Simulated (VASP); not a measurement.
```
Cd3HgS4
1.0
    5.94358     0.00000     0.00000
    0.00000     5.94358     0.00000
    0.00000     0.00000     5.94358
Hg S Cd
1 4 3
Direct
  0.00000   0.00000   0.00000
  0.25191   0.25191   0.25191
  0.74809   0.74809   0.25191
  0.74809   0.25191   0.74809
  0.25191   0.74809   0.74809
  0.50000   0.50000   0.00000
  0.50000   0.00000   0.50000
  0.00000   0.50000   0.50000
```

Level of theory: PBE GGA, VASP's PBE PAW potentials (set 64) (plane waves; VASP). Numerical set-up: 400 eV cut-off, Gaussian smearing of 0.050 eV, potentials Hg S Cd.

Unless said otherwise, spin-orbit coupling is left out, though it shifts the bands of the heavy elements here.

Task: Give the energies of bands 27 to 40 at the high-symmetry points, in eV from the valence-band maximum.

Result: 
| band | Γ | X | M | R |
|---|---|---|---|---|
| 27 | -3.74 | -2.52 | -3.31 | -4.22 |
| 28 | -1.85 | -2.26 | -3.31 | -4.22 |
| 29 | -1.85 | -2.17 | -1.97 | -0.82 |
| 30 | -1.85 | -2.17 | -1.97 | -0.82 |
| 31 | -1.77 | -2.00 | -1.95 | -0.82 |
| 32 | -1.77 | -1.97 | -1.83 | -0.79 |
| 33 | -1.77 | -1.07 | -0.88 | -0.79 |
| 34 | 0.00 | -1.07 | -0.74 | -0.60 |
| 35 | 0.00 | -0.88 | -0.67 | -0.60 |
| 36 | 0.00 | -0.88 | -0.67 | -0.60 |
| 37 | 0.61 | 2.91 | 3.04 | 1.85 |
| 38 | 3.42 | 3.33 | 3.98 | 2.83 |
| 39 | 3.62 | 4.36 | 3.98 | 2.83 |
| 40 | 3.62 | 4.76 | 4.03 | 2.83 |

The gap is direct, 0.61 eV, from the valence maximum at Γ to the conduction minimum at Γ.

The structure was generated: Cd3HgS4 was put into an ordered model structure (P-43m), which need not be its known phase. It was relaxed first, which changed the volume by +6 %.
